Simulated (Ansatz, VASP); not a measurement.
## Sb (Antimony): VASP beside Ansatz

Aim: how closely do two programs agree when they are given the same cell, functional and k mesh? The cell is taken from a series of runs on this material, whose earlier steps may have relaxed, scaled, displaced or heated it; both programs get it as it stands. Other levels of theory on this material are compared in a session of their own.

Method: plane waves, with VASP 6.6.1 beside it; relaxation of cell and atoms at PBEsol, in Ansatz 0.2.0.

**1. The starting structure**

The structure is trigonal, space group R-3m (No. 166). Conventional cell: a = 4.322 Å, b = 4.322 Å, c = 11.061 Å, α = 90.00°, β = 90.00°, γ = 120.00°. Nearest to Sb lie 3 Sb at 2.93 Å.

Coordinates:

```
Sb
1.0
     2.16115    1.24774    3.68695
    -2.16115    1.24774    3.68695
     0.00000   -2.49548    3.68695
Sb
2
Cartesian
  0.0000 0.0000 2.6069
  0.0000 0.0000 8.4539
```

**2. VASP: relaxation of cell and atoms, PBEsol**

The relaxed volume is the usual yardstick between codes: in a stiff, nearly cubic crystal its relative difference is about their pressure difference at one cell divided by the bulk modulus.

Lines of VASP's logs that name or quote its potential files are left out, and so is its time.

File INCAR:

```
SYSTEM = Sb
PREC = Accurate
ENCUT = 500
EDIFF = 1E-07
NELM = 120
ISMEAR = 1
SIGMA = 0.2
LREAL = .FALSE.
ALGO = Normal
GGA = PS
NBANDS = 11
LORBIT = 11
LWAVE = .FALSE.
LCHARG = .FALSE.
ISIF = 3
IBRION = 2
NSW = 80
EDIFFG = -0.005
LASPH = .TRUE.
GGA_COMPAT = .FALSE.
NELMIN = 4
KPAR = 2
```

File POSCAR:

```
Sb
1.0
    2.1611510000      1.2477410000      3.6869480000
   -2.1611510000      1.2477410000      3.6869480000
    0.0000000000     -2.4954820000      3.6869480000
Sb
2
Direct
    0.2356897448      0.2356897448      0.2356897448
    0.7643102552      0.7643102552      0.7643102552
```

File KPOINTS:

```
Automatic mesh
0
Gamma
12 12 12
0 0 0
```

The projector-augmented-wave data sets are Sb (PBE family, release 64).

Run with:

```sh
$ mpirun -np 2 vasp_std
```

Numbers of over 12 decimals in the logs are rounded to 6 here.

The program printed:

```text
[banner, memory and clock lines left out]
running    2 mpi-ranks, on    1 nodes
 distrk:  each k-point on    1 cores,    2 groups
 distr:  one band on    1 cores,    1 groups

 POSCAR found type information on POSCAR Sb
 POSCAR found :  1 types and       2 ions
|                                                                             |
|               ----> ADVICE to this user running VASP <----                  |
|                                                                             |
|     You enforced a specific xc type in the INCAR file but a different       |
|     [... a line on the potential file left out ...]
|     I HOPE YOU KNOW WHAT YOU ARE DOING!                                     |
|                                                                             |

 LDA part: xc-table for (Slater+PW92), standard interpolation
 POSCAR, INCAR and KPOINTS ok, starting setup
 FFT: planning ... GRIDC
 FFT: planning ... GRID_SOFT
 FFT: planning ... GRID
 WAVECAR not read
 entering main loop
       N       E                     dE             d eps       ncg     rms          rms(c)
DAV:   1     0.336519729965E+02    0.33652E+02   -0.35255E+03  4158   0.694E+02
DAV:   2    -0.725201910421E+01   -0.40904E+02   -0.39677E+02  5666   0.110E+02
DAV:   3    -0.911382409140E+01   -0.18618E+01   -0.18322E+01  5075   0.266E+01
DAV:   4    -0.913098845003E+01   -0.17164E-01   -0.17162E-01  4683   0.298E+00
DAV:   5    -0.913118532666E+01   -0.19688E-03   -0.19688E-03  4862   0.361E-01    0.288E+00
DAV:   6    -0.912214009953E+01    0.90452E-02   -0.20767E-03  4670   0.281E-01    0.173E+00
DAV:   7    -0.911652703361E+01    0.56131E-02   -0.51604E-03  4614   0.433E-01    0.575E-02
DAV:   8    -0.911656003566E+01   -0.33002E-04   -0.11704E-04  4668   0.770E-02    0.169E-02
DAV:   9    -0.911656735985E+01   -0.73242E-05   -0.13592E-05  4728   0.234E-02    0.505E-03
DAV:  10    -0.911656688310E+01    0.47675E-06   -0.16654E-06  4724   0.726E-03    0.929E-04
DAV:  11    -0.911656698448E+01   -0.10138E-06   -0.14287E-07  3543   0.241E-03    0.456E-04
DAV:  12    -0.911656701769E+01   -0.33216E-07   -0.18787E-08  2379   0.877E-04
   1 F= -.91165670E+01 E0= -.91173952E+01  d E =-.911657E+01
[...]
2 F= -.91166719E+01 E0= -.91175085E+01  d E =-.104836E-03
[...]
3 F= -.91167199E+01 E0= -.91175534E+01  d E =-.152856E-03
[...]
4 F= -.91167593E+01 E0= -.91175912E+01  d E =-.394048E-04
 trial-energy change:   -0.000039  1 .order   -0.000040   -0.000046   -0.000033
 step:   3.2795(harm=  3.2795)  dis= 0.00336  next Energy=    -9.116802 (dE=-0.817E-04)
 bond charge predicted
       N       E                     dE             d eps       ncg     rms          rms(c)
DAV:   1    -0.911683679027E+01   -0.77472E-04   -0.60328E-03  4395   0.397E-01    0.276E-02
DAV:   2    -0.911682241232E+01    0.14378E-04   -0.18253E-04  4536   0.891E-02    0.204E-02
DAV:   3    -0.911680414143E+01    0.18271E-04   -0.32373E-05  4374   0.276E-02    0.338E-03
DAV:   4    -0.911680371062E+01    0.43081E-06   -0.16779E-06  4820   0.727E-03    0.435E-03
DAV:   5    -0.911680361329E+01    0.97336E-07   -0.55341E-08  2664   0.166E-03
   5 F= -.91168036E+01 E0= -.91176299E+01  d E =-.837394E-04
 curvature:  -1.79 expect dE=-0.953E-05 dE for cont linesearch -0.875E-07
 trial: gam= 0.10552 g(F)=  0.247E-07 g(S)=  0.531E-05 ort = 0.163E-05 (trialstep = 0.140E+01)
 search vector abs. value=  0.629E-05
 reached required accuracy - stopping structural energy minimisation
```

OUTCAR, selected parts (step 2):

```text
ion  position               nearest neighbor table
   1  0.236  0.236  0.236-   2 2.93   2 2.93   2 2.93   2 3.30   2 3.30   2 3.30
   2  0.764  0.764  0.764-   1 2.93   1 2.93   1 2.93   1 3.30   1 3.30   1 3.30

  LATTYP: Found a trigonal (rhomboedric) cell.
 ALAT       =     4.4520800535
 COS(alpha) =     0.5287251213

 Subroutine GETGRP returns: Found 12 space group operations
 (whereof 12 operations were pure point group operations)

The static configuration has the point symmetry D_3d.

 Found    189 irreducible k-points:

   k-points           NKPTS =    189   k-points in BZ     NKDIM =    189   number of bands    NBANDS=     11

   dimension x,y,z NGX =    32 NGY =   32 NGZ =   32
   dimension x,y,z NGXF=    64 NGYF=   64 NGZF=   64

   ENCUT  =  500.0 eV  36.75 Ry    6.06 a.u.   8.12  8.12  8.12*2*pi/ulx,y,z

   NELECT =      10.0000    total number of electrons

 k-points in reciprocal lattice and weights: Automatic mesh
   0.00000000  0.00000000  0.00000000       0.001
   0.08333333  0.00000000  0.00000000       0.003
   0.16666667  0.00000000  0.00000000       0.003
   0.25000000  0.00000000  0.00000000       0.003
   0.33333333  0.00000000 -0.00000000       0.003
   0.41666667  0.00000000  0.00000000       0.003
   0.50000000  0.00000000  0.00000000       0.002
   0.08333333  0.08333333  0.00000000       0.003
   0.16666667  0.08333333  0.00000000       0.007
[...]
-0.41666667  0.50000000  0.41666667       0.003
   0.50000000  0.50000000  0.50000000       0.001

 average (electrostatic) potential at core
       1 -85.5593       2 -85.5593

 E-fermi :   7.2105

 k-point     1 :       0.0000    0.0000    0.0000
  band No.  band energies     occupation
      1      -5.4989      2.00000
      2       2.5239      2.00000
      3       5.2822      2.00000
      4       5.4310      2.00000
      5       5.4310      2.00000
      6       9.5731     -0.00000
      7      10.0599     -0.00000
      8      10.0599     -0.00000
      9      12.1701      0.00000
     10      12.1701      0.00000
    ...

 k-point     2 :       0.0833    0.0000    0.0000
  band No.  band energies     occupation
      1      -5.4219      2.00000
      2       2.1471      2.00000
      3       5.3055      2.00000
      4       5.4222      2.00000
      5       5.6117      2.00000
      6       9.4801     -0.00000
      7       9.8328     -0.00000
      8       9.8332     -0.00000
      9      11.8761      0.00000
     10      12.2036      0.00000
    ...

 k-point     3 :       0.1667    0.0000    0.0000
  band No.  band energies     occupation
      1      -5.1917      2.00000
      2       1.2832      2.00000
      3       5.3270      2.00000
      4       5.4059      2.00000
      5       5.9691      2.00000
      6       9.1077     -0.00000
      7       9.2735     -0.00000
      8       9.2927     -0.00000
      9      11.7357      0.00000
     10      12.3055      0.00000
    ...

  Total        0.0083200      0.0083200     -0.0090437      0.0000000      0.0000000     -0.0000000
  in kB        0.2233079      0.2233079     -0.2427325      0.0000000      0.0000000     -0.0000000
  external PRESSURE =       0.0679611 kB  Pullay stress =       0.0000000 kB

  energy-cutoff  :      500.00
  volume of cell :       59.69
      direct lattice vectors                 reciprocal lattice vectors
     2.162827250  1.248708783  3.683776343     0.231178889  0.133471206  0.090486854
    -2.162827250  1.248708783  3.683776343    -0.231178889  0.133471206  0.090486854
     0.000000000 -2.497417567  3.683776343     0.000000000 -0.266942411  0.090486854

 POSITION                                       TOTAL-FORCE (eV/Angst)
 -----------------------------------------------------------------------------------
      0.00000      0.00000      2.60935         0.000000      0.000000     -0.000506
      0.00000      0.00000      8.44197         0.000000     -0.000000      0.000506
 -----------------------------------------------------------------------------------
    total drift:                               -0.000000     -0.000000      0.000000

  FREE ENERGIE OF THE ION-ELECTRON SYSTEM (eV)
  ---------------------------------------------------
  free  energy   TOTEN  =        -9.1168036133 eV

  energy  without entropy=       -9.1192823818  energy(sigma->0) =       -9.11762987

 reached required accuracy - stopping structural energy minimisation

 total charge
# of ion       s       p       d       tot
------------------------------------------
    1        1.215   1.143   0.036   2.394
    2        1.215   1.143   0.036   2.394
--------------------------------------------------
tot          2.431   2.285   0.072   4.788

[... 3 further parts left out ...]
```

CONTCAR:

```
Sb
   1.00000000000000
     2.1628272502450510    1.2487087832710178    3.6837763429943902
    -2.1628272502450510    1.2487087832710178    3.6837763429943902
     0.0000000000000000   -2.4974175665420355    3.6837763429943902
  Sb
     2
Direct
     0.2361123101738892    0.2361123101738892    0.2361123101738892
     0.7638876898261109    0.7638876898261109    0.7638876898261109
```

**3. Ansatz: relaxation of cell and atoms, PBEsol**

Ansatz runs on its PAW soft_1 files.

The same cell, functional, mesh and smearing now go to Ansatz, which takes its cutoff from its data sets.

File input.yaml:

```yaml
crystal:
  lattice:
    - [2.1611505782, 1.2477408681, 3.6869481492]
    - [-2.1611505782, 1.2477408681, 3.6869481492]
    - [0.0, -2.4954817362, 3.6869481492]
  atoms:
    - { symbol: Sb, position: [0.2356897749, 0.2356897749, 0.2356897749] }
    - { symbol: Sb, position: [0.7643102251, 0.7643102251, 0.7643102251] }
kpoints:
  mp_grid: { grid: [12, 12, 12] }
hamiltonian:
  xc: pbesol
  pseudopotentials: { kind: paw, azcp: { folder: soft_1 }, xc_functional: pbe }
scf:
  occupations: { method: methfessel_paxton, width: 0.2 }
output:
  forces: true
  stress: true
  eigenvalues: true
relax:
  adjacent_minimum: "off"
  f_tol: 0.001
  max_steps: 60
  cell: { stress_tol: 0.01 }
```

Run with:

```sh
$ ansatz run input.yaml --threads 4 --pin off --max-ram 10240MiB --backend cpu --events-out ev --progress --plain --runs-dir out
```

The program printed:

```text
Engine: ansatz 0.2.0, x86_64-unknown-linux-gnu
Pseudopotentials: kind: paw
Pseudopotential: Sb, paw, valence charge 15, recommended cutoff 420 eV (normal), soft_1/Sb.paw.azcp
Functional definition: PBEsol
  exchange = pbesol_x
  correlation = pbesol_c
Crystal: 2 atoms, lattice volume = 59.652 Å³
Basis set: ecut = 420 eV, 1183 PW (Γ), exchange–correlation on 60×60×60 points (8 copies of the dense FFT grid, shifted against one another)
Bands: 19, of which v1, the nominal top of the filled ones, is band 15 counted from 1 (14 counted from 0)
Symmetry: 12 space group operations
Space group: R-3m (ITA 166), of the structure as read, at distance tolerance 3.9e-5 Å
k-points: 189 of 1728
Non-local potential: Sb, projectors of the file, l = 0: 2, l = 1: 2, l = 2: 2, l = 3: 1
PAW form: soft (Blöchl's): semilocal exchange-correlation on the pseudo side does not see the compensation charge
PAW frozen core: Sb, regenerated for the run's functional, and the local potential with it (the file was generated under x = pbe(κ = 0.804, μ = 0.219515), c = pbe(β = 0.066725))
PAW one-centre angular grid: Sb, 590 points (default); XC on 64 Gauss nodes
Initial density: superposition of atomic densities (chi_scale 0.1, normalization cell)
Initial wavefunctions: pseudopotential atomic-orbital guess
Functional: x = pbesol(κ = 0.804, μ = 0.123457), c = pbesol(β = 0.046)
SCF iter   1: F=—  HF=-12816.337953 eV  |F-HF|=—  |Δ(HF+E_count)|=         —  Δρ=1.46e-2  dr2=9.68e-2  ethr=3.10e-3  ⟨swp⟩=5.9  Hψ=18603  notcnv=0
preconditioner: auto → Kerker (q_TF=auto, 2.433 Å⁻¹)  [metal: Δε(μ)=0.012 eV  Ē_g=8.701 eV  σ=0.200 eV  W_gap=0.05  n_scr=14 (ndim 8)  ℏωp=15.2 eV  f_vac=0.000  D(μ)=0.14/eV (n_scr^D=0)]
SCF iter   2: F=—  HF=-12816.330300 eV  |F-HF|=—  |Δ(HF+E_count)|=   7.65e-3  S|Δr|=    0.00e0  Δρ=9.48e-3  dr2=4.23e-2  ethr=3.23e-4  ⟨swp⟩=1.0  Hψ=5103  notcnv=0
SCF iter   3: F=—  HF=-12816.326358 eV  |F-HF|=—  |Δ(HF+E_count)|=   3.94e-3  S|Δr|=    0.00e0  Δρ=1.18e-3  dr2=1.15e-3  ethr=1.41e-4  ⟨swp⟩=2.0  Hψ=6399  notcnv=0
SCF iter   4: F=—  HF=-12816.326455 eV  |F-HF|=—  |Δ(HF+E_count)|=   9.68e-5  S|Δr|=    0.00e0  Δρ=7.08e-4  dr2=2.33e-4  ethr=3.84e-6  ⟨swp⟩=2.0  Hψ=6430  notcnv=0
SCF iter   5: F=—  HF=-12816.326281 eV  |F-HF|=—  |Δ(HF+E_count)|=   1.73e-4  S|Δr|=    0.00e0  Δρ=2.55e-4  dr2=5.91e-5  ethr=7.78e-7  ⟨swp⟩=2.0  Hψ=6386  notcnv=0
SCF iter   6: F=—  HF=-12816.326302 eV  |F-HF|=—  |Δ(HF+E_count)|=   2.04e-5  S|Δr|=    0.00e0  Δρ=5.34e-5  dr2=2.22e-6  ethr=1.97e-7  ⟨swp⟩=2.1  Hψ=4305  notcnv=0
SCF iter   7: F=-12816.326302 eV  HF=-12816.326302 eV  |F-HF|=2.62e-9  |Δ(HF+E_count)|=   2.09e-7  S|Δr|=    0.00e0  Δρ=8.05e-6  dr2=2.44e-8  ethr=3.33e-10  ⟨swp⟩=5.0  Hψ=21504  notcnv=0
SCF 1 converged in 7 iterations: F = -12816.326302 eV  dr2 = 2.44e-8
  greatest PAW one-centre occupation: 0.996 electrons in one spin orbital (limit 2), on the Sb atom at site 1 (counted from 0), in its partial waves of l = 2
relax step   1: F+E_penalty+E_count = -12816.32630167 eV  Δ(F+E_penalty+E_count) = +0.000e0 eV  max|allowed force component| = 5.312e-3 eV/Å  Δτ_max = 0.0000 Å  P = +0.008 GPa  Ω = 59.652 Å³  (7 SCF iters, dr2 threshold 1.00e-7 eV, accepted)
[...]
relax step   2: F+E_penalty+E_count = -12816.32630245 eV  Δ(F+E_penalty+E_count) = -7.744e-7 eV  max|allowed force component| = 2.666e-3 eV/Å  Δτ_max = 0.0010 Å  P = +0.006 GPa  Ω = 59.678 Å³  energy of the carried Pulay correction = -2.630e-6 eV  (4 SCF iters, dr2 threshold 1.76e-9 eV, accepted)
[...]
relax step   3: F+E_penalty+E_count = -12816.32630377 eV  Δ(F+E_penalty+E_count) = -1.320e-6 eV  max|allowed force component| = 3.333e-4 eV/Å  Δτ_max = 0.0003 Å  P = -0.001 GPa  Ω = 59.680 Å³  energy of the carried Pulay correction = -2.918e-6 eV  (3 SCF iters, dr2 threshold 1.11e-9 eV, accepted)
[...]
relax step   4: F+E_penalty+E_count = -12816.32630720 eV  Δ(F+E_penalty+E_count) = -3.436e-6 eV  max|allowed force component| = 3.366e-4 eV/Å  Δτ_max = 0.0000 Å  P = -0.001 GPa  Ω = 59.680 Å³  stress off target by 4.04e-3 GPa  SCF on the basis re-selected at this cell (its energy is not comparable with the rows above)  (8 SCF iters)
basis re-selected at this cell: Δ(F+E_penalty+E_count) = -3.436e-6 eV, ΔP = -0.000 GPa vs the last step (what re-selecting the basis moved, of the pressure what is left beyond the Pulay correction that the steps carried, after the strain that the cell walked since its last selection, with what the two solves' SCF thresholds leave and, on support functions, any second-order correction that the steps lacked; it is no m [...]
SCF converged after 8 iterations
Stability not checked: this state was not tested for a lower state beside it, because cold or Methfessel-Paxton smearing, or corrected tetrahedra, fill the levels in a way that the test cannot read (fill_not_monotonic; see scf.lower_state_search)
Free energy (F): -12816.326307 eV
Harris-Foulkes:  -12816.326307 eV  (|F-HF|=5.46e-12)
Internal energy: -12816.328765 eV  (E = F + TS)
E sigma→0 (E₀):  -12816.326922 eV
Entropy (-TS):   0.002458 eV (1.229 meV/atom)
Fermi energy:    10.278187 eV
--- Per-component energies (eV) ---
  E_band       = -329.834907
  E_kinetic    = 326.152753
  E_local      = -3141.979450  (includes V_loc(G=0)·N_el)
  E_nonlocal   = 782.523341
  E_hartree    = 1299.590932
  E_xc         = -196.715122
  E_vxc        = -181.946832  (∫ρ·V_xc dr)
  E_paw        = -8934.978640  (= ΣΔE_a)
  E_vpaw       = -713.766864  (= ΣTr[D̂ρ^β])
  E_aug_tail   = 0.000269  (compensation charges beyond the density's cutoff)
  E_ewald      = -2951.586558
  E_core_change = 0.663710  (= ΣΔE_core)
  E_smearing   = 0.002458  (= −TS)
  E_closure    = -0.000000  (closes the sum)
  Σ components = -12816.326307   (vs F -12816.326307, Δ=0.00e0)
--- Forces (eV/Å), atoms counted from 1 ---
  atom   1  Sb     0.00000000     0.00000000    -0.00033665
  atom   2  Sb    -0.00000000    -0.00000000     0.00033665
  max |Σ_I F_I| component: 4.34e-18 eV/Å
--- Stress (GPa, compression-positive) ---
       -0.003498       0.000000      -0.000000
        0.000000      -0.003498      -0.000000
       -0.000000      -0.000000       0.004037
  P = ⅓ Tr σ = -0.0010 GPa (-0.010 kbar)
--- Band table (eV; the first three rows and the last of 189) ---
  k-point 0: bands = [... 11 lower, 5.5555, 8.3436, 8.4912, 8.4912, 12.6121, 13.1115, 13.1115, 15.3037]
  k-point 1: bands = [... 11 lower, 5.1836, 8.3664, 8.4814, 8.6658, 12.5260, 12.8852, 12.8899, 14.9893]
  k-point 2: bands = [... 11 lower, 4.3267, 8.3850, 8.4624, 9.0161, 12.1655, 12.3393, 12.3498, 14.8323]
  k-point 188: bands = [... 11 lower, 1.1623, 9.0414, 9.0414, 9.8172, 10.2726, 10.2726, 11.2311, 17.5563]
--- Relaxed structure (3 steps of the walk, 3 accepted, 1 SCFs on fresh bases) ---
  F+E_penalty+E_count = -12816.32630720 eV   max|allowed force component| = 3.366e-4 eV/Å   (the final SCF, on the basis selected at the relaxed cell)
  cell:  # Å, volume = 59.6803 Å³
    - [2.161516, 1.247952, 3.687427]
    - [-2.161516, 1.247952, 3.687427]
    - [0, -2.495903, 3.687427]
  atoms:
    - { symbol: Sb, position: [0.235620, 0.235620, 0.235620] }
    - { symbol: Sb, position: [0.764380, 0.764380, 0.764380] }
```

The column dr2 measures how far the density is from self-consistency, as an energy; F and HF (Harris–Foulkes) agree once it is small.

**4. Side by side**

Known differences besides the potentials themselves: the data sets hold 30 valence electrons in Ansatz (on its PAW soft_1 files) and 10 in VASP; the cutoff is 420 eV in Ansatz and 500 eV in VASP; Ansatz makes its cores anew for this functional, VASP keeps those of its PBE data sets; Ansatz adds a Pulay correction to the stress that steers its cell, VASP none. Total energies have different zeros and are not compared.

The two programs side by side:

```
                                         quantity  Ansatz   VASP  difference
                                      volume (Å³)   59.68  59.69     -0.02 %
edge a after relaxation, in the typed setting (Å)   4.453  4.450     +0.05 %
```

**5. Results**

```
difference in edge a after relaxation, in the typed setting (relaxation of cell and atoms, PBEsol) : 0.049 %
```

In words: The difference in edge a after relaxation, in the typed setting is 0.049 % (relaxation of cell and atoms, PBEsol), within the 1.2 % picked in this series as the mark of a large difference, as far as the stopping tolerances let one tell. The data sets hold unlike numbers of valence electrons (30 in Ansatz and 10 in VASP), so part of the differences comes from the potentials. 15 further runs of this series are not shown here. Such differences can come from data sets, numerical settings and the points named under the comparisons, not from the functional's error against experiment.

[Lines on the potential files, build, host, timing and source positions are cut from VASP's logs without a mark.]

[Logs are printed without paths, hosts, clocks, repeated set-up lines and the standing remarks that a program may print on its own settings, such as how far it seeks lower states.]

[Hosts, paths, dates, database ids (printed as entryN), source tags and the programs' standing remarks are cut or masked in the printed files.]
